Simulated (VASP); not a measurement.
Given:

```
Mg
1.0
    3.21000     0.00000     0.00000
   -1.60500     2.77994     0.00000
    0.00000     0.00000     5.21000
Mg
2
Cartesian
  1.60500   0.92665   3.90750
  0.00000   1.85330   1.30250
```

Calculation: r2SCAN meta-GGA, VASP's PBE PAW potentials (set 64) (plane waves; VASP). Run with 480 eV cut-off, 12×12×7 Γ-centred mesh, first-order Methfessel-Paxton smearing of 0.10 eV, potentials Mg.

Energy and stress use the plane-wave basis of the starting cell.

Task: The ions, cell shape and volume are relaxed. Give the cell that the relaxation ends in.

Result: 
```
Mg
1.0
    3.18532     0.00000     0.00000
   -1.59266     2.75857     0.00000
    0.00000     0.00000     5.09894
Mg
2
Cartesian
  1.59266   0.91952   3.82420
  0.00000   1.83905   1.27473
```
Space group P6_3/mmc (194), at a tolerance of 0.03 Å.

Task: How do energy and volume change from the first to the last step?

Result: The energy (σ→0) changes by -4.5 meV/atom and the volume by -3.6 %, in 6 ionic steps.

The compound is Mg in the hcp structure. This run relaxes it. Symmetry was kept, so distortions that lower it aren't found.
